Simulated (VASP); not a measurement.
All values below come from LDA (Ceperley-Alder, Perdew-Zunger), VASP's LDA PAW potentials (set 64) (plane waves; VASP 6.6.1).

VASP ran on this input.

### INCAR
```
SYSTEM  =  Ba
PREC  =  Accurate; ENCUT  =  520; LREAL  =  F
LASPH  =  T
EDIFF  =  1E-7; NELM  =  100; ALGO  =  Normal
LMAXMIX  =  4
ISMEAR  =  -5
ISIF  =  2
LWAVE  =  F; LCHARG  =  T; LORBIT  =  11
NEDOS  =  601
```

### KPOINTS
```
Automatic mesh
0
G
 12 12 12
```

**POSCAR**
```
Ba
4.7757130
 -0.4999999773   0.4999999773   0.4999999773
  0.4999999773  -0.4999999773   0.4999999773
  0.4999999773   0.4999999773  -0.4999999773
Ba
1
Cart
  0.0000000000   0.0000000000   0.0000000000
```

POTCAR, in this order: Ba_sv (LDA.64 set). Program: vasp_std.

What VASP printed:

### OUTCAR
```
 ion  position               nearest neighbor table
   1  0.000  0.000  0.000-
  LATTYP: Found a body centered cubic cell.
 ALAT       =     4.7757127828
 Subroutine PRICEL returns:
 Original cell was already a primitive cell.
 Subroutine GETGRP returns: Found 48 space group operations
The static configuration has the point symmetry O_h .
The dynamic configuration has the point symmetry O_h .
 Subroutine INISYM returns: Found 48 space group operations
 Subroutine IBZKPT returns following result:
 Found     72 irreducible k-points:

 Following reciprocal coordinates:
            Coordinates               Weight
  0.000000  0.000000  0.000000      1.000000
  0.083333  0.000000  0.000000     12.000000
  0.166667  0.000000  0.000000     12.000000
  0.250000  0.000000  0.000000     12.000000
  0.333333  0.000000  0.000000     12.000000
  0.416667  0.000000  0.000000     12.000000
  0.500000  0.000000  0.000000      6.000000
  0.083333  0.083333  0.000000     24.000000
  0.166667  0.083333 -0.000000     48.000000
  0.250000  0.083333  0.000000     48.000000
  0.333333  0.083333  0.000000     48.000000
  0.416667  0.083333  0.000000     48.000000
  0.166667  0.166667  0.000000     24.000000
  0.250000  0.166667  0.000000     48.000000
  0.333333  0.166667 -0.000000     48.000000
  0.416667  0.166667  0.000000     24.000000
  0.250000  0.250000  0.000000     24.000000
  0.333333  0.250000 -0.000000     48.000000
  0.333333  0.333333  0.000000      8.000000
  0.083333  0.083333  0.083333      8.000000
  0.166667  0.083333  0.083333     24.000000
  0.250000  0.083333  0.083333     24.000000
  0.333333  0.083333  0.083333     24.000000
  0.416667  0.083333  0.083333     12.000000
 -0.083333  0.083333  0.083333      6.000000
  0.166667  0.166667  0.083333     24.000000
  0.250000  0.166667  0.083333     48.000000
  0.333333  0.166667  0.083333     48.000000
 -0.166667  0.166667  0.083333     24.000000
  0.250000  0.250000  0.083333     24.000000
  0.333333  0.250000  0.083333     24.000000
 -0.250000  0.250000  0.083333     24.000000
 -0.166667  0.250000  0.083333     24.000000
 -0.333333  0.333333  0.083333     24.000000
 -0.250000  0.333333  0.083333     48.000000
 -0.416667  0.416667  0.083333     24.000000
 -0.333333  0.416667  0.083333     48.000000
 -0.250000  0.416667  0.083333     24.000000
  0.500000  0.500000  0.083333     12.000000
 -0.416667  0.500000  0.083333     48.000000
   k-points           NKPTS =     72   k-points in BZ     NKDIM =     72   number of bands    NBANDS=      9
   number of dos      NEDOS =    601   number of ions     NIONS =      1
   total plane-waves  NPLWV =  32768
   dimension x,y,z NGX =    32 NGY =   32 NGZ =   32
   dimension x,y,z NGXF=    64 NGYF=   64 NGZF=   64
   ions per type =               1
   PREC   = accura    normal or accurate (medium, high low for compatibility)
   ISTART =      0    job   : 0-new  1-cont  2-samecut
   ICHARG =      2    charge: 1-file 2-atom 10-const
   ISPIN  =      1    spin polarized calculation?
   LNONCOLLINEAR =      F non collinear calculations
   LSORBIT =      F    spin-orbit coupling
   INIWAV =      1    electr: 0-lowe 1-rand  2-diag
   ENCUT  =  520.0 eV  38.22 Ry    6.18 a.u.   7.69  7.69  7.69*2*pi/ulx,y,z
   NELM   =    100;   NELMIN=  2; NELMDL= -5     # of ELM steps
   EDIFF  = 0.1E-06   stopping-criterion for ELM
   LREAL  =      F    real-space projection
   NLSPLINE    = F    spline interpolate recip. space projectors
   LMAXMIX     =    4 max onsite mixed and CHGCAR
   VOSKOWN=      0    Vosko Wilk Nusair interpolation
...
```

OSZICAR:
```
       N       E                     dE             d eps       ncg     rms          rms(c)
DAV:   1     0.535573511052E+02    0.53557E+02   -0.45025E+03  1296   0.944E+02
DAV:   2    -0.235313215438E+00   -0.53793E+02   -0.53076E+02  1542   0.152E+02
DAV:   3    -0.221112070344E+01   -0.19758E+01   -0.19684E+01  1693   0.332E+01
DAV:   4    -0.226034747067E+01   -0.49227E-01   -0.49352E-01  1933   0.421E+00
DAV:   5    -0.226114458843E+01   -0.79712E-03   -0.82221E-03  1821   0.364E-01    0.202E+00
DAV:   6    -0.225396599851E+01    0.71786E-02   -0.50419E-03  1848   0.734E-01    0.118E+00
DAV:   7    -0.224998113756E+01    0.39849E-02   -0.85287E-03  1806   0.942E-01    0.573E-02
DAV:   8    -0.225003700388E+01   -0.55866E-04   -0.14062E-04  1820   0.801E-02    0.662E-03
DAV:   9    -0.225004066945E+01   -0.36656E-05   -0.48839E-06  1825   0.111E-02    0.260E-03
DAV:  10    -0.225004185864E+01   -0.11892E-05   -0.30533E-07  1813   0.341E-03    0.112E-03
DAV:  11    -0.225004200804E+01   -0.14940E-06   -0.11537E-08   868   0.760E-04    0.592E-04
DAV:  12    -0.225004211705E+01   -0.10900E-06   -0.39708E-09   852   0.383E-04    0.791E-05
DAV:  13    -0.225004211823E+01   -0.11763E-08   -0.15953E-09   804   0.241E-04
   1 F= -.22500421E+01 E0= -.22500421E+01  d E =0.000000E+00
```

### OUTCAR
```
------------------------ aborting loop because EDIFF is reached ----------------------------------------
  FORCE on cell =-STRESS in cart. coord.  units (eV):
  Direction    XX          YY          ZZ          XY          YZ          ZX
  --------------------------------------------------------------------------------------
  Total        0.0075038      0.0075038      0.0075038      0.0000000     -0.0000000     -0.0000000
  in kB        0.2207526      0.2207526      0.2207526      0.0000000     -0.0000000     -0.0000000
  external PRESSURE =       0.2207526 kB  Pullay stress =       0.0000000 kB
  volume of cell :       54.46
      direct lattice vectors                 reciprocal lattice vectors
    -2.387856391  2.387856391  2.387856391     0.000000000  0.209392827  0.209392827
     2.387856391 -2.387856391  2.387856391     0.209392827  0.000000000  0.209392827
     2.387856391  2.387856391 -2.387856391     0.209392827  0.209392827  0.000000000
 POSITION                                       TOTAL-FORCE (eV/Angst)
 -----------------------------------------------------------------------------------
      0.00000      0.00000      0.00000         0.000000      0.000000      0.000000
 -----------------------------------------------------------------------------------
    total drift:                                0.000000     -0.000000     -0.000000
  FREE ENERGIE OF THE ION-ELECTRON SYSTEM (eV)
  ---------------------------------------------------
  free  energy   TOTEN  =        -2.2500421182 eV

  energy  without entropy=       -2.2500421182  energy(sigma->0) =       -2.25004212

 total charge

# of ion       s       p       d       tot
------------------------------------------
    1        2.080   5.523   0.337   7.940
```
(Selected blocks of OUTCAR.)

For a metal the tetrahedron method with Blöchl corrections gives inexact stress and forces.

The compound is Ba in the bcc structure. It was relaxed first, which changed the volume by -14 %.
